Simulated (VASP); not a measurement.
OSZICAR of a VASP run on Rh (fcc):

### OSZICAR
```
       N       E                     dE             d eps       ncg     rms          rms(c)
DAV:   1     0.115165537742E+03    0.11517E+03   -0.93783E+03  3198   0.144E+03
DAV:   2    -0.573195176803E+01   -0.12090E+03   -0.11581E+03  3268   0.386E+02
DAV:   3    -0.720113649516E+01   -0.14692E+01   -0.14579E+01  3727   0.490E+01
DAV:   4    -0.721002408221E+01   -0.88876E-02   -0.88866E-02  3454   0.392E+00
DAV:   5    -0.721016564698E+01   -0.14156E-03   -0.14156E-03  3642   0.473E-01    0.905E+00
DAV:   6    -0.676524166398E+01    0.44492E+00   -0.10921E+00  3322   0.155E+01    0.321E+00
DAV:   7    -0.675236206622E+01    0.12880E-01   -0.17284E-02  3532   0.170E+00    0.160E+00
DAV:   8    -0.674956036803E+01    0.28017E-02   -0.28464E-03  3283   0.843E-01    0.155E-01
DAV:   9    -0.674947923105E+01    0.81137E-04   -0.57711E-05  3712   0.123E-01    0.145E-02
DAV:  10    -0.674948300770E+01   -0.37766E-05   -0.47160E-06  3403   0.327E-02    0.248E-03
DAV:  11    -0.674948303717E+01   -0.29473E-07   -0.22813E-07  3447   0.679E-03
   1 F= -.67494830E+01 E0= -.67493849E+01  d E =-.294307E-03
```

Task: Which electronic solver shows in the log?

Result: It is blocked Davidson (ALGO = Normal, or the opening steps of other solvers). The INCAR had ALGO = Normal.

Task: Can the final energy be trusted as converged?

Result: Self-consistency was reached. It stopped with EDIFF = 1E-7, NELM = 100 (revPBE GGA, plane waves, VASP's PBE PAW potentials (set 64)).

The compound is Rh in the fcc structure. It was relaxed first.
